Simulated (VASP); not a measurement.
# SrVO3 (Pm-3m) in VASP: single point with PBE

Aim: the single point of SrVO3 with PBE.

Program: VASP 6.6.1. These are calculated values, not measurements. Logs are shortened: lines on timing, memory, paths and dates and some standing lists are left out, and cuts for length are marked.

### Step 1. The structure

The structure is cubic, space group Pm-3m (No. 221). The conventional cell has a = 3.853 Å, b = 3.853 Å, c = 3.853 Å, α = 90.00°, β = 90.00°, γ = 90.00°. Around O (site symmetry 4/mmm) lie 2 V at 1.93 Å. V (site symmetry m-3m) has 6 O at 1.93 Å as nearest neighbours. Sr (site symmetry m-3m) is surrounded by 12 O at 2.72 Å.

The cell was built by a generator and needn't be a form met in nature.

### Step 2. Single point, PBE, non-collinear spin, typed start, spin-orbit coupling

Input file INCAR:

```
SYSTEM = SrVO3
PREC = Accurate ; ENCUT = 520
EDIFF = 1E-6 ; ISMEAR = 0
SIGMA = 0.0393 ; LREAL = .FALSE.
LASPH = .TRUE. ; NELM = 150
ALGO = Fast ; ISIF = 2
LWAVE = .FALSE. ; LCHARG = .TRUE.
MAGMOM = 0 0 0 0 0 0 0 0 0 -0.309 0.783 1.814 0 0 0 ; LORBIT = 11
LSORBIT = .TRUE. ; GGA_COMPAT = .FALSE.
LORBMOM = .TRUE. ; LMAXMIX = 4
GGA = PE ; LVHAR = .TRUE.
NBANDS = 56
```

Input file KPOINTS:

```
Automatic mesh
0
Gamma
  5 5 5
  0.5 0.5 0.5
```

Input file POSCAR:

```
SrVO3
1.0
    3.8529240000      0.0000000000      0.0000000000
    0.0000000000      3.8529240000      0.0000000000
    0.0000000000      0.0000000000      3.8529240000
O V Sr
3 1 1
Direct
    0.5000000000      0.0000000000      0.0000000000
    0.0000000000      0.5000000000      0.0000000000
    0.0000000000      0.0000000000      0.5000000000
    0.0000000000      0.0000000000      0.0000000000
    0.5000000000      0.5000000000      0.5000000000
```

Potentials or basis: VASP PAW PBE potentials, release 64 (O, V_sv, Sr_sv).

Command:

```
$ cat potpaw_PBE.64/O/POTCAR potpaw_PBE.64/V_sv/POTCAR potpaw_PBE.64/Sr_sv/POTCAR > POTCAR
$ mpirun -np 1 vasp_ncl > vasp.out
```

OUTCAR:

```text
SYSTEM = SrVO3
   PREC = Accurate
   ENCUT = 520
   EDIFF = 1E-6
   ISMEAR = 0
   LREAL = .FALSE.
   LASPH = .TRUE.
   NELM = 150
   ISIF = 2
   LORBIT = 11
   LSORBIT = .TRUE.
   GGA = PE

 ion  position               nearest neighbor table
   1  0.500  0.000  0.000-   4 1.93   4 1.93   5 2.72   5 2.72   5 2.72   5 2.72
   2  0.000  0.500  0.000-   4 1.93   4 1.93   5 2.72   5 2.72   5 2.72   5 2.72
   3  0.000  0.000  0.500-   4 1.93   4 1.93   5 2.72   5 2.72   5 2.72   5 2.72
   4  0.000  0.000  0.000-   1 1.93   2 1.93   3 1.93   3 1.93   2 1.93   1 1.93   5 3.34   5 3.34
                             5 3.34   5 3.34   5 3.34   5 3.34   5 3.34   5 3.34
   5  0.500  0.500  0.500-   1 2.72   2 2.72   3 2.72   1 2.72   2 2.72   1 2.72   3 2.72   1 2.72
                             2 2.72   3 2.72   2 2.72   3 2.72   4 3.34   4 3.34   4 3.34   4 3.34

  LATTYP: Found a simple cubic cell.
 ALAT       =     3.8529240000

  Lattice vectors:

 A1 = (   3.8529240000,   0.0000000000,   0.0000000000)
 A2 = (   0.0000000000,   3.8529240000,   0.0000000000)
 A3 = (   0.0000000000,   0.0000000000,   3.8529240000)

Analysis of symmetry for initial positions (statically):
=====================================================================
 Subroutine PRICEL returns:
 Original cell was already a primitive cell.

 Routine SETGRP: Setting up the symmetry group for a
 simple cubic supercell.

 Subroutine GETGRP returns: Found 48 space group operations
 (whereof 48 operations were pure point group operations)
 out of a pool of 48 trial point group operations.

The static configuration has the point symmetry O_h .

Analysis of symmetry for dynamics (positions and initial velocities):
=====================================================================
 Subroutine PRICEL returns:
 Original cell was already a primitive cell.

 Routine SETGRP: Setting up the symmetry group for a
 simple cubic supercell.

 Subroutine GETGRP returns: Found 48 space group operations
 (whereof 48 operations were pure point group operations)
 out of a pool of 48 trial point group operations.

The dynamic configuration has the point symmetry O_h .

Analysis of structural, dynamic, and magnetic symmetry:
=====================================================================
 Subroutine PRICEL returns:
 Original cell was already a primitive cell.

 Routine SETGRP: Setting up the symmetry group for a
 simple cubic supercell.

 Subroutine GETGRP returns: Found  2 space group operations
 (whereof  2 operations were pure point group operations)
 out of a pool of 48 trial point group operations.

The overall configuration has the point symmetry S_2 .

 Subroutine INISYM returns: Found  2 space group operations
 (whereof  2 operations are pure point group operations),
 and found     1 'primitive' translations

----------------------------------------------------------------------------------------

                                     Primitive cell

  volume of cell :      57.1967

  direct lattice vectors                    reciprocal lattice vectors
     3.852924000  0.000000000  0.000000000     0.259543142  0.000000000  0.000000000
     0.000000000  3.852924000  0.000000000     0.000000000  0.259543142  0.000000000
     0.000000000  0.000000000  3.852924000     0.000000000  0.000000000  0.259543142

  length of vectors
     3.852924000  3.852924000  3.852924000     0.259543142  0.259543142  0.259543142

  position of ions in fractional coordinates (direct lattice)
     0.500000000  0.000000000  0.000000000
     0.000000000  0.500000000  0.000000000
     0.000000000  0.000000000  0.500000000
     0.000000000  0.000000000  0.000000000
     0.500000000  0.500000000  0.500000000

  ion indices of the primitive-cell ions
   primitive index   ion index
                 1           1
                 2           2
                 3           3
                 4           4
                 5           5

----------------------------------------------------------------------------------------
[... 126 lines left out ...]
 fundamental gap:      0.7851643101
 Fermi energy:         6.5685693750

 k-point     1 :       0.1000    0.1000    0.1000
  band No.  band energies     occupation
      1     -59.6702      1.00000
      2     -59.6318      1.00000
      3     -34.0399      1.00000
      4     -34.0283      1.00000
      5     -33.2300      1.00000
      6     -33.2180      1.00000
[... 1333 lines left out ...]
     52      12.3808      0.00000
     53      12.3891      0.00000

 [... further k-points ...]

 [bands above 53 left out]

------------------------ aborting loop because EDIFF is reached ----------------------------------------

  FORCE on cell =-STRESS in cart. coord.  units (eV):
  Direction    XX          YY          ZZ          XY          YZ          ZX
  --------------------------------------------------------------------------------------
  -------------------------------------------------------------------------------------
  Total        0.4614102      0.4617164      0.4632491      0.0000200     -0.0000349     -0.0000039
  in kB       12.9248787     12.9334546     12.9763897      0.0005605     -0.0009773     -0.0001079
  external PRESSURE =      12.9449077 kB  Pullay stress =       0.0000000 kB

 VOLUME and BASIS-vectors are now :
 -----------------------------------------------------------------------------
  energy-cutoff  :      520.00
  volume of cell :       57.20
      direct lattice vectors                 reciprocal lattice vectors
     3.852924000  0.000000000  0.000000000     0.259543142  0.000000000  0.000000000
     0.000000000  3.852924000  0.000000000     0.000000000  0.259543142  0.000000000
     0.000000000  0.000000000  3.852924000     0.000000000  0.000000000  0.259543142

 POSITION                                       TOTAL-FORCE (eV/Angst)
 -----------------------------------------------------------------------------------
      1.92646      0.00000      0.00000         0.000000      0.000000      0.000000
      0.00000      1.92646      0.00000         0.000000      0.000000      0.000000
      0.00000      0.00000      1.92646         0.000000      0.000000      0.000000
      0.00000      0.00000      0.00000         0.000000      0.000000      0.000000
      1.92646      1.92646      1.92646         0.000000      0.000000      0.000000
 -----------------------------------------------------------------------------------
    total drift:                                0.000000     -0.000000     -0.000000

  FREE ENERGIE OF THE ION-ELECTRON SYSTEM (eV)
  ---------------------------------------------------
  free  energy   TOTEN  =       -39.4344260905 eV

  energy  without entropy=      -39.4323739147  energy(sigma->0) =      -39.43340000

 orbital moment (x)

 # of ion     p       d       tot
 ----------------------------------------
  1        -0.000   0.000  -0.000
  2         0.000   0.000   0.000
  3         0.000   0.000   0.000
  4        -0.000  -0.001  -0.001
  5         0.000   0.000   0.000
 ----------------------------------------
           -0.000  -0.001  -0.001

 orbital moment (y)

 # of ion     p       d       tot
 ----------------------------------------
  1        -0.000   0.000  -0.000
  2         0.000   0.000   0.000
  3        -0.000   0.000  -0.000
  4         0.000   0.002   0.002
  5        -0.000  -0.000  -0.000
 ----------------------------------------
            0.000   0.002   0.002

 orbital moment (z)

 # of ion     p       d       tot
 ----------------------------------------
  1        -0.000   0.000  -0.000
  2        -0.000   0.000  -0.000
  3         0.000   0.000   0.000
  4         0.000   0.004   0.004
  5        -0.000  -0.000  -0.000
 ----------------------------------------
            0.000   0.004   0.004

 Spin-Orbit-Coupling matrix elements

 Ion:    1  E_soc:     -0.0002374
 l=   1
     0.0000000    -0.0000356    -0.0000416
    -0.0000356     0.0000000    -0.0000416
    -0.0000416    -0.0000416     0.0000000
 l=   2
     0.0000000     0.0000000     0.0000000     0.0000000     0.0000000
     0.0000000     0.0000000     0.0000000     0.0000000     0.0000000
     0.0000000     0.0000000     0.0000000     0.0000000     0.0000000
     0.0000000     0.0000000     0.0000000     0.0000000     0.0000000
     0.0000000     0.0000000     0.0000000     0.0000000     0.0000000
 l=   3
     0.0000000     0.0000000     0.0000000     0.0000000     0.0000000     0.0000000     0.0000000
     0.0000000     0.0000000     0.0000000     0.0000000     0.0000000     0.0000000     0.0000000
     0.0000000     0.0000000     0.0000000     0.0000000     0.0000000     0.0000000     0.0000000
     0.0000000     0.0000000     0.0000000     0.0000000     0.0000000     0.0000000     0.0000000
[... 69 lines left out ...]
 l=   2
     0.0000000    -0.0000046     0.0000000    -0.0000046    -0.0000156
    -0.0000046     0.0000000    -0.0000117    -0.0000046    -0.0000039
     0.0000000    -0.0000117     0.0000000    -0.0000117     0.0000000
    -0.0000046    -0.0000046    -0.0000117     0.0000000    -0.0000039
    -0.0000156    -0.0000039     0.0000000    -0.0000039     0.0000000
 l=   3
     0.0000000     0.0000000     0.0000000     0.0000000     0.0000000     0.0000000     0.0000000
     0.0000000     0.0000000     0.0000000     0.0000000     0.0000000     0.0000000     0.0000000
     0.0000000     0.0000000     0.0000000     0.0000000     0.0000000     0.0000000     0.0000000
     0.0000000     0.0000000     0.0000000     0.0000000     0.0000000     0.0000000     0.0000000
     0.0000000     0.0000000     0.0000000     0.0000000     0.0000000     0.0000000     0.0000000
     0.0000000     0.0000000     0.0000000     0.0000000     0.0000000     0.0000000     0.0000000
     0.0000000     0.0000000     0.0000000     0.0000000     0.0000000     0.0000000     0.0000000

 total charge

# of ion       s       p       d       tot
------------------------------------------
    1        1.564   3.476   0.000   5.041
    2        1.564   3.476   0.000   5.041
    3        1.564   3.476   0.000   5.041
    4        2.282   6.341   2.947  11.570
    5        1.999   5.821   0.215   8.035
--------------------------------------------------
tot          8.974  22.592   3.161  34.727

 magnetization (x)

# of ion       s       p       d       tot
------------------------------------------
    1       -0.000   0.000   0.000   0.000
    2       -0.000  -0.000   0.000  -0.000
    3       -0.000   0.000   0.000  -0.000
    4        0.000   0.000   0.005   0.005
    5        0.000  -0.000   0.000   0.000
--------------------------------------------------
tot          0.000   0.000   0.005   0.005

 magnetization (y)

# of ion       s       p       d       tot
------------------------------------------
    1        0.000   0.000   0.000   0.000
    2        0.000  -0.000   0.000  -0.000
    3        0.000  -0.000   0.000   0.000
    4       -0.000  -0.000  -0.012  -0.012
    5       -0.000   0.000  -0.000  -0.000
--------------------------------------------------
tot         -0.000  -0.000  -0.012  -0.012

 magnetization (z)

# of ion       s       p       d       tot
------------------------------------------
    1        0.000   0.000   0.000   0.000
    2        0.000   0.000   0.000   0.000
    3        0.000  -0.000   0.000  -0.000
    4       -0.000  -0.000  -0.027  -0.027
    5       -0.000   0.000  -0.000  -0.000
--------------------------------------------------
tot         -0.000  -0.000  -0.027  -0.028
```

It took 8.4 min on 1 thread of Intel Xeon Platinum 8488C (Sapphire Rapids), shared host; peak memory 0.48 GiB.

Results:

```
Free energy                                           : -39.4344 eV
Pressure                                              : 1.3 GPa
Net moment                                            : 0.03 μB per cell
Valence electrons inside the program's atomic spheres : O 5.04; V 11.57; Sr 8.04
```

Moments on the atoms (μB; x, y, z):
```
O    0.00  0.00  0.00
O    0.00  0.00  0.00
O    0.00  0.00  0.00
V    0.01 -0.01 -0.03
Sr   0.00  0.00  0.00
```
